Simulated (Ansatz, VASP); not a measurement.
## LiCa4Ge8Au8: VASP beside Ansatz

One calculation is typed for both programs; each brings its own data sets and cutoff. How far apart do they land? The structure shown is the end of the VASP relaxation below.

Calculated with Ansatz 0.2.0; plane waves, with VASP 6.6.1 beside it; single point at PBEsol.

## 1. The structure

The cell holds 21 atoms: 8 Au, 8 Ge, 4 Ca and 1 Li. Its edges and angles: a = 10.328 Å, b = 6.240 Å, c = 12.067 Å, α = 90.0°, β = 148.9°, γ = 90.0°. It derives from CaGe2Au2. Nearest the centre at fractional (0.222, 0.500, 0.250): Li21 at 1.58 Å, Ge15 at 1.86 Å, Ca20 at 1.88 Å, Ge11 at 2.20 Å, Au3 at 2.78 Å, Au7 at 2.81 Å, Au1 at 3.24 Å, Au5 at 3.24 Å.

## 2. VASP: relaxation, PBEsol

This run makes the geometry at which the two programs are then compared.

Lines of VASP's logs that name or quote its potential files are left out, and so is its time.

The input, INCAR:

```
SYSTEM = LiCa4Ge8Au8
PREC = Normal
ENCUT = 280
EDIFF = 1E-05
NELM = 120
ISMEAR = 1
SIGMA = 0.15
LREAL = Auto
ALGO = Fast
GGA = PS
NBANDS = 97
LORBIT = 11
LWAVE = .FALSE.
LCHARG = .FALSE.
KPAR = 3
IBRION = 2
NSW = 60
ISIF = 2
EDIFFG = -0.05
POTIM = 0.4
MAXMIX = 40
ISYM = 0
```

The input, POSCAR:

```
LiCa4Ge8Au8
1.0
    0.0000000000      0.0000000000     10.3279839780
    4.4123825598     -4.4123825598      0.0000000000
    4.4123825598      4.4123825598    -10.3279839780
Au Ge Ca Li
8 8 4 1
Direct
    0.5032851751      0.2489211408      0.2526452882
    0.4999628414      0.2449947379      0.7490984432
    0.0008060825      0.7474660598      0.2501000930
    0.0017897239      0.7506021922      0.7507310217
    0.4970281095      0.7487001487      0.2479617270
    0.5008808803      0.7512671705      0.7514472188
   -0.0023391979      0.2488108098      0.2476450349
    0.0042576960      0.2464425870      0.7523081881
    0.6070565228     -0.0018632773     -0.0104256049
    0.6177687712     -0.0014410206      0.4995273587
    0.1193688794      0.5073199898      0.0022795349
    0.1251998735      0.5031639791      0.5060952888
    0.3776036898      0.0025701960     -0.0049000319
    0.3783218250      0.0030286724      0.4974654556
    0.8796847168      0.5019778610     -0.0023044133
    0.8814960503      0.5001357470      0.5002970487
    0.0039866544     -0.0006740551      0.0033653361
   -0.0011672476     -0.0035125751      0.4998037841
    0.5013342937      0.5044215297     -0.0004365596
    0.4965165660      0.5027846303      0.4971244281
    0.2210610834      0.2495043742      0.2507408551
```

The input, KPOINTS:

```
Automatic mesh
0
Gamma
3 3 3
0 0 0
```

Potentials, in the order of the species: Au, Ge, Ca_pv and Li (PBE family, release 64).

On the command line:

```sh
mpirun -np 3 vasp_std
```

Numbers of over 12 decimals in the logs are rounded to 6 here.

The program printed:

```text
[banner, memory and clock lines left out]
running    3 mpi-ranks, on    1 nodes
 distrk:  each k-point on    1 cores,    3 groups
 distr:  one band on    1 cores,    1 groups

 POSCAR found type information on POSCAR AuGeCaLi
 POSCAR found :  4 types and      21 ions
|                                                                             |
|               ----> ADVICE to this user running VASP <----                  |
|                                                                             |
|     You enforced a specific xc type in the INCAR file but a different       |
|     [... a line on the potential file left out ...]
|     I HOPE YOU KNOW WHAT YOU ARE DOING!                                     |
|                                                                             |

 LDA part: xc-table for (Slater+PW92), standard interpolation
 POSCAR, INCAR and KPOINTS ok, starting setup
 FFT: planning ... GRIDC
 FFT: planning ... GRID_SOFT
 FFT: planning ... GRID
 WAVECAR not read
 entering main loop
       N       E                     dE             d eps       ncg     rms          rms(c)
DAV:   1     0.146660376836E+04    0.14666E+04   -0.34633E+04  3269   0.139E+03
DAV:   2     0.254590187754E+03   -0.12120E+04   -0.11222E+04  2828   0.437E+02
DAV:   3    -0.559838951904E+02   -0.31057E+03   -0.28554E+03  3357   0.161E+02
DAV:   4    -0.964814318869E+02   -0.40498E+02   -0.38622E+02  4143   0.631E+01
DAV:   5    -0.985282490952E+02   -0.20468E+01   -0.20024E+01  4320   0.152E+01    0.253E+01
RMM:   6    -0.887674172631E+02    0.97608E+01   -0.64413E+01  4062   0.218E+01    0.186E+01
RMM:   7    -0.888971280387E+02   -0.12971E+00   -0.57789E+00  4388   0.677E+00    0.104E+01
RMM:   8    -0.887391585113E+02    0.15797E+00   -0.15083E+00  3931   0.379E+00    0.154E+00
RMM:   9    -0.886783655101E+02    0.60793E-01   -0.28192E-01  4051   0.193E+00    0.436E-01
RMM:  10    -0.886869640070E+02   -0.85985E-02   -0.14768E-01  4476   0.919E-01    0.454E-01
RMM:  11    -0.886862860769E+02    0.67793E-03   -0.30840E-02  4020   0.533E-01    0.210E-01
RMM:  12    -0.886870107177E+02   -0.72464E-03   -0.85464E-03  4626   0.247E-01    0.106E-01
RMM:  13    -0.886872102799E+02   -0.19956E-03   -0.50552E-03  4315   0.188E-01    0.108E-01
RMM:  14    -0.886870862804E+02    0.12400E-03   -0.10134E-03  4089   0.903E-02    0.379E-02
RMM:  15    -0.886870885093E+02   -0.22289E-05   -0.48710E-04  4317   0.508E-02    0.739E-03
RMM:  16    -0.886871004140E+02   -0.11905E-04   -0.12731E-04  3595   0.253E-02    0.872E-03
RMM:  17    -0.886871040802E+02   -0.36662E-05   -0.55269E-05  3331   0.245E-02
   1 F= -.88687104E+02 E0= -.88681097E+02  d E =-.886871E+02
[... from here on, the cycles between the ionic steps are left out ...]
   2 F= -.89183329E+02 E0= -.89177591E+02  d E =-.496225E+00
  10 F= -.89848872E+02 E0= -.89846197E+02  d E =-.114929E-01
[...]
WARNING in EDDRMM: call to ZHEGV failed, returncode =   8  4     72
[...]
WARNING in EDDRMM: call to ZHEGV failed, returncode =   6  3     41
[...]
WARNING in EDDRMM: call to ZHEGV failed, returncode =   8  4     73
  11 F= -.89845571E+02 E0= -.89843318E+02  d E =-.819231E-02
  12 F= -.89849686E+02 E0= -.89847136E+02  d E =-.123078E-01
[...]
WARNING in EDDRMM: call to ZHEGV failed, returncode =   8  4     51
  13 F= -.89854440E+02 E0= -.89851871E+02  d E =-.475368E-02
[...]
WARNING in EDDRMM: call to ZHEGV failed, returncode =   6  3     52
  14 F= -.89858001E+02 E0= -.89855373E+02  d E =-.831448E-02
[...]
WARNING in EDDRMM: call to ZHEGV failed, returncode =   6  3     29
  15 F= -.89862098E+02 E0= -.89859693E+02  d E =-.409730E-02
  16 F= -.89862787E+02 E0= -.89860485E+02  d E =-.478606E-02
  17 F= -.89862847E+02 E0= -.89860564E+02  d E =-.484636E-02
 curvature:  -3.22 expect dE=-0.290E-02 dE for cont linesearch -0.511E-05
 trial: gam= 0.28691 g(F)=  0.901E-03 g(S)=  0.000E+00 ort = 0.106E-03 (trialstep = 0.219E+01)
 search vector abs. value=  0.155E-02
 bond charge predicted
       N       E                     dE             d eps       ncg     rms          rms(c)
DAV:   1    -0.898616769911E+02    0.11687E-02   -0.97594E-01  3264   0.276E+00    0.102E-01
RMM:   2    -0.898635066147E+02   -0.18296E-02   -0.18719E-02  3874   0.719E-01    0.545E-02
RMM:   3    -0.898643799205E+02   -0.87331E-03   -0.88535E-03  4652   0.356E-01    0.545E-02
RMM:   4    -0.898644073412E+02   -0.27421E-04   -0.78982E-04  4110   0.108E-01    0.452E-02
RMM:   5    -0.898644038222E+02    0.35190E-05   -0.26890E-04  4387   0.525E-02    0.289E-02
RMM:   6    -0.898644057611E+02   -0.19389E-05   -0.61669E-05  3285   0.285E-02
  18 F= -.89864406E+02 E0= -.89862321E+02  d E =-.155857E-02
 trial-energy change:   -0.001559  1 .order   -0.001370   -0.002037   -0.000703
 step:   2.7438(harm=  3.3380)  dis= 0.00671  next Energy=   -89.864499 (dE=-0.165E-02)
 reached required accuracy - stopping structural energy minimisation
```

From OUTCAR (step 2):

```text
ion  position               nearest neighbor table
   1  0.503  0.249  0.253-  16 2.58  10 2.59  13 2.61  11 2.63  21 2.90   8 3.12   5 3.12   5 3.12
                             8 3.12  18 3.38  17 3.39  20 3.40  19 3.43
   2  0.500  0.245  0.749-   9 2.55  14 2.56  12 2.60  15 2.61   6 3.08   7 3.11   7 3.13   6 3.16
                            17 3.39  18 3.40  20 3.41  19 3.42
   3  0.001  0.747  0.250-  15 2.58  12 2.59  14 2.59   9 2.64   7 3.11   6 3.11   7 3.13   6 3.13
                            20 3.36  19 3.37  17 3.39  18 3.41
   4  0.002  0.751  0.751-  13 2.58  11 2.59  16 2.59  10 2.59   8 3.09   5 3.10   5 3.14   8 3.15
                            18 3.37  19 3.39  17 3.40  20 3.41
   5  0.497  0.749  0.248-  11 2.54  10 2.59  16 2.60  13 2.63   4 3.10   1 3.12   1 3.12   4 3.14
                            17 3.37  20 3.38  18 3.39  19 3.40
   6  0.501  0.751  0.751-   9 2.54  12 2.56  15 2.58  14 2.61   2 3.08   3 3.11   3 3.13   2 3.16
                            19 3.36  18 3.39  20 3.40  17 3.41
   7  0.998  0.249  0.248-  21 2.28  14 2.57  15 2.61   9 2.63  12 2.64   2 3.11   3 3.11   3 3.13
                             2 3.13  17 3.38  19 3.39  20 3.40  18 3.42
   8  0.004  0.246  0.752-  13 2.54  16 2.60  10 2.61  11 2.65   4 3.09   1 3.12   1 3.12   4 3.15
                            18 3.38  17 3.40  19 3.41  20 3.45
   9  0.607  0.998  0.990-  13 2.43   6 2.54   2 2.55   7 2.63   3 2.64  18 3.29  19 3.31  19 3.38
                            18 3.41
  10  0.618  0.999  0.500-  14 2.45   1 2.59   5 2.59   4 2.59   8 2.61  21 2.68  17 3.33  20 3.33
                            17 3.37  20 3.38
  11  0.119  0.507  0.002-  15 2.43   5 2.54   4 2.59   1 2.63   8 2.65  21 2.70  17 3.30  20 3.32
                            20 3.38  17 3.39
  12  0.125  0.503  0.506-  16 2.46   6 2.56   3 2.59   2 2.60   7 2.64  19 3.31  18 3.32  19 3.39
                            18 3.40
  13  0.378  0.003  0.995-   9 2.43   8 2.54   4 2.58   1 2.61   5 2.63  18 3.32  19 3.34  19 3.37
                            18 3.37
  14  0.378  0.003  0.497-  21 2.36  10 2.45   2 2.56   7 2.57   3 2.59   6 2.61  17 3.32  20 3.35
                            20 3.35  17 3.39
  15  0.880  0.502  0.998-  21 2.41  11 2.43   6 2.58   3 2.58   7 2.61   2 2.61  17 3.34  20 3.34
                            20 3.35  17 3.37
  16  0.881  0.500  0.500-  12 2.46   1 2.58   4 2.59   5 2.60   8 2.60  18 3.33  19 3.36  19 3.36
                            18 3.37
  17  0.004  0.999  0.003-  21 2.22  11 3.30  14 3.32  10 3.33  15 3.34  15 3.37   5 3.37  10 3.37
                             7 3.38  11 3.39  14 3.39   3 3.39   1 3.39   2 3.39   8 3.40   4 3.40
  18  0.999  0.996  0.500-   9 3.29  13 3.32  12 3.32  16 3.33  16 3.37   4 3.37  13 3.37   8 3.38
                             1 3.38   6 3.39   5 3.39  12 3.40   2 3.40   3 3.41   9 3.41   7 3.42
  19  0.501  0.504  1.000-   9 3.31  12 3.31  13 3.34  16 3.36   6 3.36  16 3.36  13 3.37   3 3.37
                             9 3.38  12 3.39   4 3.39   7 3.39   5 3.40   8 3.41   2 3.42   1 3.43
  20  0.497  0.503  0.497-  21 2.23  11 3.32  10 3.33  15 3.34  14 3.35  15 3.35  14 3.35   3 3.36
                            10 3.38  11 3.38   5 3.38   7 3.40   1 3.40   6 3.40   2 3.41   4 3.41
  21  0.221  0.250  0.251-  17 2.22  20 2.23   7 2.28  14 2.36  15 2.41  10 2.68  11 2.70   1 2.90

 Found     14 irreducible k-points:

   k-points           NKPTS =     14   k-points in BZ     NKDIM =     14   number of bands    NBANDS=     97

   dimension x,y,z NGX =    42 NGY =   28 NGZ =   50
   dimension x,y,z NGXF=    84 NGYF=   56 NGZF=  100

   ENCUT  =  280.0 eV  20.58 Ry    4.54 a.u.  14.09  8.51 16.46*2*pi/ulx,y,z

   NELECT =     153.0000    total number of electrons

 k-points in reciprocal lattice and weights: Automatic mesh
   0.00000000  0.00000000  0.00000000       0.037
   0.33333333  0.00000000  0.00000000       0.074
   0.33333333 -0.33333333 -0.33333333       0.074
   0.33333333  0.00000000  0.33333333       0.074
   0.33333333  0.33333333 -0.33333333       0.074
   0.00000000  0.33333333  0.00000000       0.074
   0.00000000  0.00000000  0.33333333       0.074
   0.33333333  0.33333333  0.00000000       0.074
   0.33333333 -0.33333333  0.00000000       0.074
[...]
0.00000000  0.33333333  0.33333333       0.074
   0.00000000 -0.33333333  0.33333333       0.074

 average (electrostatic) potential at core
       1 -67.7318       2 -67.6443       3 -67.6458       4 -67.6751       5 -67.6476
       6 -67.6941       7 -67.7191       8 -67.6460       9 -30.0257      10 -30.0292
      11 -30.0289      12 -30.0253      13 -30.0221      14 -30.0336      15 -30.0329
      16 -30.0214      17 -44.5304      18 -44.4574      19 -44.4583      20 -44.5301
      21 -24.2197

 E-fermi :   6.4425

 k-point     1 :       0.0000    0.0000    0.0000
  band No.  band energies     occupation
    ...
     72       4.9706      2.00000
     73       5.0314      2.00000
     74       5.1234      2.00000
     75       5.4601      2.00000
     76       6.4307      1.13294
     77       6.6602     -0.05953
     78       6.9534     -0.00002
     79       7.1179     -0.00000
     80       7.1969     -0.00000
     81       7.3646     -0.00000
    ...

 k-point     2 :       0.3333    0.0000    0.0000
  band No.  band energies     occupation
    ...
     73       5.1017      2.00000
     74       5.6400      2.00000
     75       5.7411      2.00000
     76       5.8342      2.00000
     77       6.1348      2.01350
     78       6.8605     -0.00058
     79       7.1556     -0.00000
     80       7.7385     -0.00000
     81       7.8113     -0.00000
     82       8.1078     -0.00000
    ...

 k-point     3 :       0.3333   -0.3333   -0.3333
  band No.  band energies     occupation
    ...
     73       5.1040      2.00000
     74       5.6420      2.00000
     75       5.7407      2.00000
     76       5.8308      2.00000
     77       6.1362      2.01393
     78       6.8631     -0.00054
     79       7.1551     -0.00000
     80       7.7290     -0.00000
     81       7.8185     -0.00000
     82       8.1115     -0.00000
    ...

  Total       11.4436966      4.7622784      3.2955799      0.0393740     -0.0486268      0.0224135
  in kB       45.5916223     18.9728903     13.1295717      0.1568659     -0.1937289      0.0892952
  external PRESSURE =      25.8980281 kB  Pullay stress =       0.0000000 kB

  energy-cutoff  :      280.00
  volume of cell :      402.15
      direct lattice vectors                 reciprocal lattice vectors
     0.000000000  0.000000000 10.327983978     0.113317464  0.113317464  0.096824318
     4.412382560 -4.412382560  0.000000000     0.113317464 -0.113317464  0.000000000
     4.412382560  4.412382560-10.327983978     0.113317464  0.113317464  0.000000000

 POSITION                                       TOTAL-FORCE (eV/Angst)
 -----------------------------------------------------------------------------------
      2.20595     -0.00388      2.55387         0.004113     -0.005070     -0.004721
      4.40620      2.20950     -2.58294        -0.001919     -0.001280      0.028554
      4.40474     -2.20480      7.73736        -0.002140      0.009206      0.030736
      6.61803     -0.00332     -7.57670        -0.003095      0.005233     -0.015497
      4.41714     -2.20934      2.54955        -0.007982      0.005208      0.004211
      6.61862     -0.00853     -2.70695        -0.004544      0.005562     -0.043900
      2.20422     -0.00513      7.69869         0.007931     -0.007511      0.021901
      4.41495      2.20105      2.54840         0.004552     -0.000603      0.012731
      0.01502      0.00281      6.35933         0.019833     -0.005530     -0.024244
      6.62231     -2.17368      1.23401        -0.005651     -0.014645     -0.015263
      6.62295      2.16576     -9.09464         0.005459      0.011681      0.002694
      4.39653      0.00396     -3.96611        -0.022798      0.000369     -0.011022
      0.04075     -0.00161      3.93951         0.003060     -0.007204      0.009528
      6.60904     -2.19437     -1.26390         0.004870      0.007861      0.023670
      6.61343      2.18114     -1.26394        -0.002846     -0.015699      0.006255
      4.36991     -0.00438      3.94352         0.000151      0.003359     -0.012979
      8.42900     -0.00746     -0.00411         0.011193      0.007761     -0.004269
      2.20764      2.20544      5.15024        -0.002693      0.003064      0.004718
      6.61443      2.20314     -5.18201         0.004698     -0.000667      0.015120
      4.80753      0.00128      0.00541        -0.011002     -0.009304     -0.010755
      2.20661     -0.00719     -0.02604        -0.001189      0.008208     -0.017469
 -----------------------------------------------------------------------------------
    total drift:                               -0.001842     -0.024538      0.012347

  FREE ENERGIE OF THE ION-ELECTRON SYSTEM (eV)
  ---------------------------------------------------
  free  energy   TOTEN  =       -89.8644057611 eV

  energy  without entropy=      -89.8581524544  energy(sigma->0) =      -89.86232133

 reached required accuracy - stopping structural energy minimisation

 total charge
# of ion       s       p       d       tot
------------------------------------------
    1        0.638   0.456   8.678   9.772
    2        0.636   0.428   8.688   9.752
    3        0.636   0.429   8.688   9.753
    4        0.646   0.445   8.682   9.773
    5        0.637   0.429   8.687   9.753
    6        0.643   0.451   8.682   9.775
    7        0.639   0.452   8.678   9.770
    8        0.637   0.429   8.687   9.753
    9        1.135   1.200   0.091   2.426
   10        1.136   1.210   0.090   2.436
   11        1.137   1.210   0.089   2.436
   12        1.135   1.200   0.091   2.426
   13        1.135   1.200   0.091   2.426
   14        1.136   1.210   0.090   2.435
   15        1.136   1.210   0.090   2.436
   16        1.135   1.200   0.091   2.426
   17        0.193   6.149   0.531   6.873
   18        0.169   6.133   0.460   6.762
   19        0.169   6.133   0.460   6.762
   20        0.193   6.149   0.532   6.874
   21        0.158   0.262   0.000   0.420
--------------------------------------------------
tot         15.081  37.984  72.175 125.239

[... 3 further parts left out ...]
```

CONTCAR:

```
LiCa4Ge8Au8
   1.00000000000000
     0.0000000000000000    0.0000000000000000   10.3279839780000007
     4.4123825598000002   -4.4123825598000002    0.0000000000000000
     4.4123825598000002    4.4123825598000002  -10.3279839780000007
  Au              Ge              Ca              Li
     8     8     4     1
Direct
     0.4968103008472833    0.2504128608544881    0.2495332247415566
     0.4995829167869124    0.2489240338565328    0.7496741534619320
     0.9984572557608392    0.7489766738179761    0.2492922972860305
     0.0159531295820590    0.7503140849802572    0.7495622628273133
     0.4970409296692507    0.7508957869074542    0.2501822564425850
     0.4869402472876623    0.7509721013731816    0.7490386610724203
     0.9946155342057325    0.2503574677183044    0.2491948631067747
     0.9964562414315030    0.2508736106678843    0.7497087782880593
     0.6177585616494138    0.0013839200503667    0.0020210952744403
     0.6235900072540010    0.9967399923685465    0.5041078115329989
     0.1153318608831317    0.5050774251173035    0.9959142486727413
     0.1146363698370092    0.4977557475792713    0.4986522227737781
     0.3858759537203175    0.0048000451822306    0.0044351075347716
     0.3778826612105919    0.9975801423714290    0.5002585109405140
     0.8741980529800966    0.5022554960338714    0.9965780901166846
     0.8765194486155934    0.4956843248935686    0.4946907325885932
     0.9539105233520763    0.9559982757524574    0.9543080074914719
     0.9987470833236465    0.0002487983828417    0.5000787770316583
     0.4974397005429756    0.4998766898125478    0.9991843762147212
     0.5454449184483302    0.5446319604447175    0.5449211559140723
     0.2467112921115736    0.2508614599347774    0.2492328619868903
```

This run has no spin polarisation. Its electron count is odd, so without a moment it is a metal by construction. The data set Ge keeps the semicore shell frozen, which is cheaper and a little less accurate.

(Continued in part 2 of 2.)

[Lines on the potential files, build, host, timing and source positions are cut from VASP's logs without a mark.]

[Logs are printed without paths, hosts, clocks, repeated set-up lines and the standing remarks that a program may print on its own settings, such as how far it seeks lower states.]

[Hosts, paths, dates, database ids (printed as entryN), source tags and the programs' standing remarks are cut or masked in the printed files.]
